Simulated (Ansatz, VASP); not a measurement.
## BaZrO3 in two plane-wave programs

Aim: how closely do two programs agree when they are given the same cell, functional and k mesh?

Main program and level: Ansatz 0.2.0; plane waves, with VASP 6.6.1 beside it; single point at PBE.

## Step 1: Starting point

Symmetry: Pm-3m, No. 221, cubic system. Conventional cell: a = 4.191 Å, b = 4.191 Å, c = 4.191 Å, α = 90.00°, β = 90.00°, γ = 90.00°. Ba has 12 O at 2.96 Å nearest. Nearest to Zr lie 6 O at 2.10 Å. O has 2 Zr at 2.10 Å and 4 Ba at 2.96 Å nearest. Farther neighbours and most contacts between anions are not listed.

As a file:

```cif
data_structure
_symmetry_space_group_name_H-M 'P 1'
_symmetry_Int_Tables_number 1
_cell_length_a 4.1913
_cell_length_b 4.1913
_cell_length_c 4.1913
_cell_angle_alpha 90.000
_cell_angle_beta 90.000
_cell_angle_gamma 90.000
_cell_volume 73.63
loop_
_atom_site_label
_atom_site_type_symbol
_atom_site_fract_x
_atom_site_fract_y
_atom_site_fract_z
_atom_site_occupancy
Ba1 Ba 0.00000 0.00000 0.00000 1
Zr2 Zr 0.50000 0.50000 0.50000 1
O3 O 0.50000 0.50000 0.00000 1
O4 O 0.50000 0.00000 0.50000 1
O5 O 0.00000 0.50000 0.50000 1
```

## Step 2: VASP: single point, PBE

A single point gives forces, pressure and levels at one fixed geometry, so differences don't come from the geometry; what else differs is listed under the comparison.

Lines of VASP's logs that name or quote its potential files are left out, and so is its time.

Contents of INCAR:

```
SYSTEM = BaZrO3
PREC = Accurate
ENCUT = 520
EDIFF = 1E-06
NELM = 100
ISMEAR = -1
SIGMA = 0.05
LREAL = .FALSE.
ALGO = Normal
GGA = PE
NBANDS = 26
LORBIT = 11
LWAVE = .FALSE.
LCHARG = .TRUE.
ISIF = 2
LELF = .TRUE.
LVHAR = .TRUE.
```

Contents of POSCAR:

```
BaZrO3
1.0
    4.1913400000      0.0000000000      0.0000000000
    0.0000000000      4.1913400000      0.0000000000
    0.0000000000      0.0000000000      4.1913400000
Ba Zr O
1 1 3
Direct
    0.0000000000      0.0000000000      0.0000000000
    0.5000000000      0.5000000000      0.5000000000
    0.5000000000      0.5000000000      0.0000000000
    0.5000000000      0.0000000000      0.5000000000
    0.0000000000      0.5000000000      0.5000000000
```

Contents of KPOINTS:

```
Automatic mesh
0
Gamma
6 6 6
0 0 0
```

The projector-augmented-wave data sets are Ba_sv, Zr_sv and O (PBE family, release 64).

Run with:

```console
mpirun -np 2 vasp_std
```

Numbers of over 12 decimals in the logs are rounded to 6 here.

Log:

```text
[banner, memory and clock lines left out]
running    2 mpi-ranks, on    1 nodes
 distrk:  each k-point on    2 cores,    1 groups
 distr:  one band on    1 cores,    2 groups

 POSCAR found type information on POSCAR BaZrO
 POSCAR found :  3 types and       5 ions
 LDA part: xc-table for (Slater+PW92), standard interpolation
 POSCAR, INCAR and KPOINTS ok, starting setup
 FFT: planning ... GRIDC
 FFT: planning ... GRID_SOFT
 FFT: planning ... GRID
 WAVECAR not read
 entering main loop
       N       E                     dE             d eps       ncg     rms          rms(c)
DAV:   1     0.324910287928E+03    0.32491E+03   -0.22267E+04  1040   0.152E+03
DAV:   2    -0.281017051357E+02   -0.35301E+03   -0.34485E+03  1284   0.372E+02
DAV:   3    -0.487113161916E+02   -0.20610E+02   -0.20558E+02  1654   0.872E+01
DAV:   4    -0.492473666949E+02   -0.53605E+00   -0.53547E+00  1454   0.113E+01
DAV:   5    -0.492590924885E+02   -0.11726E-01   -0.11725E-01  1482   0.124E+00    0.289E+01
DAV:   6    -0.417422617036E+02    0.75168E+01   -0.41645E+01  1276   0.413E+01    0.128E+01
DAV:   7    -0.417029267900E+02    0.39335E-01   -0.30481E+00  1482   0.982E+00    0.782E+00
DAV:   8    -0.416887149447E+02    0.14212E-01   -0.34906E-01  1286   0.465E+00    0.714E-01
DAV:   9    -0.416843043046E+02    0.44106E-02   -0.63597E-02  1426   0.145E+00    0.491E-01
DAV:  10    -0.416861590046E+02   -0.18547E-02   -0.16371E-02  1402   0.110E+00    0.260E-01
DAV:  11    -0.416857276024E+02    0.43140E-03   -0.22725E-03  1318   0.404E-01    0.374E-02
DAV:  12    -0.416857806567E+02   -0.53054E-04   -0.17229E-04  1274   0.966E-02    0.378E-02
DAV:  13    -0.416857805390E+02    0.11771E-06   -0.23993E-05  1508   0.313E-02    0.518E-03
DAV:  14    -0.416857806683E+02   -0.12928E-06   -0.18452E-06  1084   0.106E-02
   1 F= -.41685781E+02 E0= -.41685781E+02  d E =-.505492E-11
```

From OUTCAR (step 2):

```text
ion  position               nearest neighbor table
   1  0.000  0.000  0.000-   3 2.96   4 2.96   5 2.96   4 2.96   5 2.96   3 2.96   5 2.96   5 2.96
                             3 2.96   4 2.96   4 2.96   3 2.96   2 3.63   2 3.63   2 3.63   2 3.63
   2  0.500  0.500  0.500-   3 2.10   4 2.10   5 2.10   3 2.10   4 2.10   5 2.10   1 3.63   1 3.63
                             1 3.63   1 3.63   1 3.63   1 3.63   1 3.63   1 3.63
   3  0.500  0.500  0.000-   2 2.10   2 2.10   1 2.96   1 2.96   1 2.96   1 2.96
   4  0.500  0.000  0.500-   2 2.10   2 2.10   1 2.96   1 2.96   1 2.96   1 2.96
   5  0.000  0.500  0.500-   2 2.10   2 2.10   1 2.96   1 2.96   1 2.96   1 2.96

  LATTYP: Found a simple cubic cell.
 ALAT       =     4.1913400000

 Subroutine GETGRP returns: Found 48 space group operations
 (whereof 48 operations were pure point group operations)

The static configuration has the point symmetry O_h .

 Found     20 irreducible k-points:

   k-points           NKPTS =     20   k-points in BZ     NKDIM =     20   number of bands    NBANDS=     26

   dimension x,y,z NGX =    32 NGY =   32 NGZ =   32
   dimension x,y,z NGXF=    64 NGYF=   64 NGZF=   64

   ENCUT  =  520.0 eV  38.22 Ry    6.18 a.u.   7.79  7.79  7.79*2*pi/ulx,y,z

   NELECT =      40.0000    total number of electrons

 k-points in reciprocal lattice and weights: Automatic mesh
   0.00000000  0.00000000  0.00000000       0.005
   0.16666667  0.00000000  0.00000000       0.028
   0.33333333  0.00000000  0.00000000       0.028
   0.50000000  0.00000000  0.00000000       0.014
   0.16666667  0.16666667  0.00000000       0.056
   0.33333333  0.16666667  0.00000000       0.111
   0.50000000  0.16666667  0.00000000       0.056
   0.33333333  0.33333333  0.00000000       0.056
   0.50000000  0.33333333  0.00000000       0.056
[...]
0.50000000  0.50000000  0.33333333       0.028
   0.50000000  0.50000000  0.50000000       0.005

 average (electrostatic) potential at core
       1 -33.5724       2 -78.1311       3 -69.3298       4 -69.3298       5 -69.3298

 E-fermi :   4.9850

 k-point     1 :       0.0000    0.0000    0.0000
  band No.  band energies     occupation
    ...
     16       2.8040      2.00000
     17       2.8040      2.00000
     18       3.5661      2.00000
     19       3.5661      2.00000
     20       3.5661      2.00000
     21       6.9782      0.00000
     22       6.9782      0.00000
     23       6.9782      0.00000
     24       8.4432      0.00000
     25       8.4432      0.00000
    ...

 k-point     2 :       0.1667    0.0000    0.0000
  band No.  band energies     occupation
    ...
     16       2.5570      2.00000
     17       2.6055      2.00000
     18       2.9169      2.00000
     19       3.4803      2.00000
     20       3.4803      2.00000
     21       7.0751      0.00000
     22       7.5853      0.00000
     23       7.5853      0.00000
     24       8.8745      0.00000
     25       8.8930      0.00000
    ...

 k-point     3 :       0.3333    0.0000    0.0000
  band No.  band energies     occupation
    ...
     16       2.1904      2.00000
     17       2.2250      2.00000
     18       2.2611      2.00000
     19       3.3737      2.00000
     20       3.3737      2.00000
     21       7.2958      0.00000
     22       8.8022      0.00000
     23       8.8022      0.00000
     24       9.7512      0.00000
     25       9.8942      0.00000
    ...

  Total        2.3440839      2.3440839      2.3440839      0.0000000      0.0000000     -0.0000000
  in kB       51.0064461     51.0064461     51.0064461      0.0000000      0.0000000     -0.0000000
  external PRESSURE =      51.0064461 kB  Pullay stress =       0.0000000 kB

  energy-cutoff  :      520.00
  volume of cell :       73.63
      direct lattice vectors                 reciprocal lattice vectors
     4.191340000  0.000000000  0.000000000     0.238587182  0.000000000  0.000000000
     0.000000000  4.191340000  0.000000000     0.000000000  0.238587182  0.000000000
     0.000000000  0.000000000  4.191340000     0.000000000  0.000000000  0.238587182

 POSITION                                       TOTAL-FORCE (eV/Angst)
 -----------------------------------------------------------------------------------
      0.00000      0.00000      0.00000         0.000000      0.000000      0.000000
      2.09567      2.09567      2.09567         0.000000      0.000000      0.000000
      2.09567      2.09567      0.00000         0.000000      0.000000      0.000000
      2.09567      0.00000      2.09567         0.000000      0.000000      0.000000
      0.00000      2.09567      2.09567         0.000000      0.000000      0.000000
 -----------------------------------------------------------------------------------
    total drift:                                0.000000     -0.000000     -0.000000

  FREE ENERGIE OF THE ION-ELECTRON SYSTEM (eV)
  ---------------------------------------------------
  free  energy   TOTEN  =       -41.6857806683 eV

  energy  without entropy=      -41.6857806683  energy(sigma->0) =      -41.68578067

 total charge
# of ion       s       p       d       tot
------------------------------------------
    1        2.002   5.634   0.271   7.907
    2        2.200   6.087   1.431   9.718
    3        1.562   3.487   0.000   5.049
    4        1.562   3.487   0.000   5.049
    5        1.562   3.487   0.000   5.049
--------------------------------------------------
tot          8.886  22.183   1.702  32.771

[... 3 further parts left out ...]
```

At this level the cell is under a pressure of 5.1 GPa, so at these settings it is away from equilibrium.

## Step 3: Ansatz: single point, PBE

Ansatz runs on its default PAW (the set named soft_2) files.

The same cell, functional, mesh and smearing now go to Ansatz, which takes its cutoff from its data sets.

Contents of input.yaml:

```yaml
crystal:
  lattice:
    - [4.19134, 0.0, 0.0]
    - [0.0, 4.19134, 0.0]
    - [0.0, 0.0, 4.19134]
  atoms:
    - { symbol: Ba, position: [0.0, 0.0, 0.0] }
    - { symbol: Zr, position: [0.5, 0.5, 0.5] }
    - { symbol: O, position: [0.5, 0.5, 0.0] }
    - { symbol: O, position: [0.5, 0.0, 0.5] }
    - { symbol: O, position: [0.0, 0.5, 0.5] }
hamiltonian:
  xc: pbe
  pseudopotentials: { kind: paw }
kpoints:
  mp_grid: { grid: [6, 6, 6] }
scf:
  occupations: { method: fermi_dirac, width: 0.05 }
  n_extra_bands: 5
output:
  forces: true
  stress: true
  eigenvalues: true
```

Run with:

```console
ansatz run input.yaml --threads 2 --pin off --max-ram 4608MiB --backend cpu --events-out ev --progress --plain --runs-dir out
```

Log:

```text
scf.n_extra_bands = 5 over 20 filled bands (N_el = 40.0): the run solves 25 bands
Engine: ansatz 0.2.0, aarch64-unknown-linux-gnu
Pseudopotentials: kind: paw
Pseudopotential: Ba, paw, valence charge 10, recommended cutoff 420 eV (normal), Ba.paw.azcp
Pseudopotential: Zr, paw, valence charge 12, recommended cutoff 420 eV (normal), Zr.paw.azcp
Pseudopotential: O, paw, valence charge 6, recommended cutoff 420 eV (normal), O.paw.azcp
Functional definition: PBE
  parameter kappa = 0.804
  parameter beta = 0.066725
  exchange = pbe_x(kappa = kappa, mu = beta*pi^2/3)
  correlation = pbe_c(beta = beta)
Crystal: 5 atoms, lattice volume = 73.631 Å³
Basis set: ecut = 420 eV, 1419 PW (Γ), exchange–correlation on 60×60×60 points (8 copies of the dense FFT grid, shifted against one another)
Bands: 25, of which v1, the nominal top of the filled ones, is band 20 counted from 1 (19 counted from 0)
Symmetry: 48 space group operations
Space group: Pm-3m (ITA 221), of the structure as read, at distance tolerance 4.2e-5 Å
k-points: 20 of 216
Non-local potential: Ba, projectors of the file, l = 0: 3, l = 1: 2, l = 2: 2, l = 3: 2
Non-local potential: Zr, projectors of the file, l = 0: 3, l = 1: 2, l = 2: 2, l = 3: 2
Non-local potential: O, projectors of the file, l = 0: 2, l = 1: 2, l = 2: 1
PAW form: soft (Blöchl's): semilocal exchange-correlation on the pseudo side does not see the compensation charge
PAW one-centre angular grid: Ba, 194 points (default); XC on 64 Gauss nodes
PAW one-centre angular grid: Zr, 590 points (default); XC on 64 Gauss nodes
PAW one-centre angular grid: O, 110 points (default); XC on 64 Gauss nodes
Initial density: superposition of atomic densities (neutral atoms: chi_scale 0, normalization atom), corrected by the library's trained network
Initial wavefunctions: pseudopotential atomic-orbital guess
Functional: x = pbe(κ = 0.804, μ = 0.219515), c = pbe(β = 0.066725)
SCF iter   1: F=—  HF=-11844.670653 eV  |F-HF|=—  |Δ(HF+E_count)|=         —  Δρ=8.26e-4  dr2=2.28e-4  ethr=1.77e-3  ⟨swp⟩=7.4  Hψ=2640  notcnv=0
preconditioner: auto → Resta (q_TF=auto, 2.464 Å⁻¹)  ε∞=3.7  [insulator: Δε(μ)=3.227 eV  Ē_g=16.139 eV  σ=0.050 eV  W_gap=1.00  n_scr=18 (ndim 8)  ℏωp=26.7 eV  f_vac=0.000  D(μ)=0.00/eV (n_scr^D=0)  ε∞_Penn≈3.7]
SCF iter   2: F=—  HF=-11844.670641 eV  |F-HF|=—  |Δ(HF+E_count)|=   1.21e-5  Δρ=4.51e-4  dr2=7.18e-5  ethr=5.71e-7  ⟨swp⟩=2.9  Hψ=1091  notcnv=0
SCF iter   3: F=—  HF=-11844.670699 eV  |F-HF|=—  |Δ(HF+E_count)|=   5.73e-5  Δρ=3.46e-4  dr2=6.44e-5  ethr=1.79e-7  ⟨swp⟩=2.0  Hψ=785  notcnv=0  defer=3
SCF iter   4: F=—  HF=-11844.670687 eV  |F-HF|=—  |Δ(HF+E_count)|=   1.17e-5  Δρ=9.53e-5  dr2=2.26e-6  ethr=1.61e-7  ⟨swp⟩=2.0  Hψ=684  notcnv=0
iter 5 did not close the SCF: its close was put off for the readings that it lacked (scf_convergence_deferred on its scf_iter line)
SCF iter   5: F=-11844.670693 eV  HF=-11844.670693 eV  |F-HF|=3.85e-8  |Δ(HF+E_count)|=   6.13e-6  Δρ=7.83e-6  dr2=2.61e-8  ethr=5.65e-9  ⟨swp⟩=2.1  Hψ=838  notcnv=0
SCF iter   6: F=-11844.670693 eV  HF=-11844.670693 eV  |F-HF|=1.56e-9  |Δ(HF+E_count)|=   4.34e-8  Δρ=1.58e-6  dr2=1.46e-9  ethr=6.51e-11  ⟨swp⟩=6.7  Hψ=2257  notcnv=0
SCF 1 converged in 6 iterations: F = -11844.670693 eV  dr2 = 1.46e-9
  greatest PAW one-centre occupation: 0.995 electrons in one spin orbital (limit 2), on the Zr atom at site 1 (counted from 0), in its partial waves of l = 0
SCF converged after 6 iterations
Free energy (F): -11844.670693 eV
Harris-Foulkes:  -11844.670693 eV  (|F-HF|=1.56e-9)
Internal energy: -11844.670693 eV  (E = F + TS)
E sigma→0 (E₀):  -11844.670693 eV
Fermi energy:    11.478504 eV
--- Per-component energies (eV) ---
  E_band       = -90.943959
  E_kinetic    = 1034.033263
  E_local      = -1940.227751  (includes V_loc(G=0)·N_el)
  E_nonlocal   = 275.968713
  E_hartree    = 688.072742
  E_xc         = -556.324498
  E_vxc        = -615.812693  (∫ρ·V_xc dr)
  E_paw        = -8652.423536  (= ΣΔE_a)
  E_vpaw       = -221.058165  (= ΣTr[D̂ρ^β])
  E_aug_tail   = 0.007365  (compensation charges beyond the density's cutoff)
  E_ewald      = -2693.776990
  E_smearing   = -0.000000  (= −TS)
  E_closure    = -0.000000  (closes the sum)
  Σ components = -11844.670693   (vs F -11844.670693, Δ=0.00e0)
--- Forces (eV/Å), atoms counted from 1 ---
  atom   1  Ba    -0.00000000     0.00000000    -0.00000000
  atom   2  Zr     0.00000000    -0.00000000    -0.00000000
  atom   3  O      0.00000000    -0.00000000     0.00000000
  atom   4  O      0.00000000    -0.00000000     0.00000000
  atom   5  O      0.00000000    -0.00000000    -0.00000000
  max |Σ_I F_I| component: 6.48e-29 eV/Å
--- Stress (GPa, compression-positive) ---
        4.049303      -0.000000       0.000000
       -0.000000       4.049303       0.000000
        0.000000       0.000000       4.049303
  P = ⅓ Tr σ = 4.0493 GPa (40.493 kbar)
--- Band table (eV; the first three rows and the last of 20) ---
  k-point 0: bands = [... 16 lower, 8.8320, 9.6343, 9.6343, 9.6343, 13.0704, 13.0704, 13.0704, 14.5806, ... 1 higher]
  k-point 1: bands = [... 16 lower, 8.6510, 8.9892, 9.5482, 9.5482, 13.1518, 13.6670, 13.6670, 14.9942, ... 1 higher]
  k-point 2: bands = [... 16 lower, 8.3048, 8.3346, 9.4411, 9.4411, 13.3338, 14.8665, 14.8665, 15.8603, ... 1 higher]
  k-point 19: bands = [... 16 lower, 7.3381, 9.8302, 9.8302, 9.8302, 15.9004, 15.9004, 15.9004, 16.8294, ... 1 higher]
```

Wall time 2.7 s (2 threads of Arm Neoverse N1, shared host); peak memory 0.36 GiB.

In the SCF lines HF is the Harris–Foulkes energy and dr2 the Hartree energy of the density residual, in eV; the loop may stop once dr2 is under the threshold and the program's other checks hold. Hψ counts applications of the Hamiltonian.

The run ends at a pressure of 4.05 GPa.

## Step 4: Comparison

Known differences besides the potentials themselves: the cutoff is 420 eV in Ansatz and 520 eV in VASP; VASP leaves aspherical gradient terms in its spheres out (LASPH is not set), Ansatz keeps them. Total energies have different zeros and are not compared.

The two programs side by side:

| quantity | Ansatz | VASP | difference |
| --- | --- | --- | --- |
| pressure (GPa) | 4.05 | 5.10 | -1.05 |
| pressure without Ansatz's Pulay correction (GPa) | 3.55 | 5.10 | -1.55 |
| gap on the k mesh (eV) | 3.240 | 3.190 | +0.051 |

A gap on the mesh is an upper bound, since the band edges may lie between its points. Ansatz's pressure holds a Pulay correction of 0.50 GPa; VASP's holds none.

## Step 5: What the set-up changes

Further runs change the set-up of one program: Ansatz's method, potentials or start, or VASP's data sets, cutoff or form of LDA. The table gives Ansatz less VASP for each quantity, since a change that brings one quantity closer may part another.

| run | pressure (GPa) | gap on the k mesh (eV) |
| --- | --- | --- |
| as above | -1.1 | 0.051 |
| Ansatz's larger PAW set (cutoff 900 eV) | -1.1 | 0.048 |
| norm-conserving potentials (cutoff 1240 eV) | -1.1 | 0.050 |

## Step 6: Summary of results

```yaml
difference_in_pressure_single_point_pbe: -1.1 GPa
difference_in_gap_on_the_k_mesh_single_point_pbe: 0.051 eV
```

What this shows: The difference in pressure is -1.1 GPa (single point, PBE), beyond the 1 GPa picked in this series as the mark of a large difference. For single point, PBE, no further run moves any of the tabulated differences by more than a quarter of its size. How closely two codes agree says nothing of how well the functional describes the real material.

[Lines on the potential files, build, host, timing and source positions are cut from VASP's logs without a mark.]

[Logs are printed without paths, hosts, clocks, repeated set-up lines and the standing remarks that a program may print on its own settings, such as how far it seeks lower states.]

[Hosts, paths, dates, database ids (printed as entryN), source tags and the programs' standing remarks are cut or masked in the printed files.]
